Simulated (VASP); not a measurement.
Output of a VASP run:

OSZICAR:
```
       N       E                     dE             d eps       ncg     rms          rms(c)
DAV:   1     0.157816182845E+03    0.15782E+03   -0.11292E+04  1702   0.198E+03
DAV:   2    -0.313105488865E+01   -0.16095E+03   -0.15722E+03  1757   0.402E+02
DAV:   3    -0.101665785908E+02   -0.70355E+01   -0.70124E+01  2058   0.916E+01
DAV:   4    -0.102987865275E+02   -0.13221E+00   -0.13212E+00  2089   0.117E+01
DAV:   5    -0.103044132326E+02   -0.56267E-02   -0.56266E-02  2452   0.213E+00    0.785E+00
DAV:   6    -0.100471986100E+02    0.25721E+00   -0.80880E-01  1911   0.124E+01    0.346E+00
DAV:   7    -0.999999884861E+01    0.47200E-01   -0.10160E-01  2366   0.653E+00    0.178E+00
DAV:   8    -0.998844660915E+01    0.11552E-01   -0.25975E-02  2170   0.182E+00    0.465E-01
DAV:   9    -0.998722263140E+01    0.12240E-02   -0.23137E-03  2177   0.901E-01    0.674E-02
DAV:  10    -0.998721053694E+01    0.12094E-04   -0.60880E-05  2387   0.132E-01    0.232E-02
DAV:  11    -0.998721016504E+01    0.37190E-06   -0.42819E-06  1912   0.228E-02
   1 F= -.89527260E+01 E0= -.89523142E+01  d E =-.895273E+01
```

OUTCAR:
```
------------------------ aborting loop because EDIFF is reached ----------------------------------------
  FORCE on cell =-STRESS in cart. coord.  units (eV):
  Direction    XX          YY          ZZ          XY          YZ          ZX
  --------------------------------------------------------------------------------------
  Total        1.0388058      1.0388058      1.0388058      0.0000000     -0.0000000      0.0000000
  in kB       50.2088791     50.2088791     50.2088791      0.0000000     -0.0000000      0.0000000
  external PRESSURE =       0.2088791 kB  Pullay stress =      50.0000000 kB
  volume of cell :       33.15
      direct lattice vectors                 reciprocal lattice vectors
     3.212339808  0.000000000  0.000000000     0.311299570  0.000000000  0.000000000
     0.000000000  3.212339808  0.000000000     0.000000000  0.311299570  0.000000000
     0.000000000  0.000000000  3.212339808     0.000000000  0.000000000  0.311299570
 POSITION                                       TOTAL-FORCE (eV/Angst)
 -----------------------------------------------------------------------------------
      1.60617      1.60617      1.60617         0.000000      0.000000      0.000000
      0.00000      0.00000      0.00000         0.000000      0.000000      0.000000
 -----------------------------------------------------------------------------------
    total drift:                                0.000000      0.000000     -0.000000
  FREE ENERGIE OF THE ION-ELECTRON SYSTEM (eV)
  ---------------------------------------------------
  free  energy   TOTEN  =        -9.9872101650 eV

  energy  without entropy=       -9.9859747789  energy(sigma->0) =       -9.98679837
  enthalpy is  TOTEN    =        -8.9527259680 eV   P V=        1.0344841970

 reached required accuracy - stopping structural energy minimisation
```
(Selected blocks of OUTCAR.)

POSCAR:
```
PdIn
1
    3.2123398078     0.0000000000    -0.0000000000
    0.0000000000     3.2123398078    -0.0000000000
    0.0000000000    -0.0000000000     3.2123398078
In Pd
1 1
Direct
  0.5000000000   0.5000000000   0.5000000000
  0.0000000000   0.0000000000   0.0000000000
```

Task: Write an INCAR and KPOINTS that could have produced this output.

Result: Several could match; the one computed here: the input of the run itself, PBEsol GGA, plane waves, VASP's PBE PAW potentials (set 64).

### KPOINTS
```
Automatic mesh
0
Gamma
11 11 11
0 0 0
```

### INCAR
```
ALGO  =  Normal
EDIFF  =  1E-6
EDIFFG  =  -0.02
ENCUT  =  500
GGA  =  PS
IBRION  =  2
ISIF  =  3
ISMEAR  =  1
LASPH  =  .TRUE.
LCHARG  =  .FALSE.
LMAXMIX  =  4
LREAL  =  .FALSE.
LWAVE  =  .FALSE.
NELM  =  100
NSW  =  40
PREC  =  Accurate
PSTRESS  =  50
SIGMA  =  0.1
SYSTEM  =  PdIn
```

POTCAR, in this order: In_d Pd (PBE.64 set). Program: vasp_std.

The compound is PdIn in the CsCl type structure. It was relaxed first under an external pressure of 5 GPa. The electron count is odd and the run is not spin-polarised, which forces a metal.
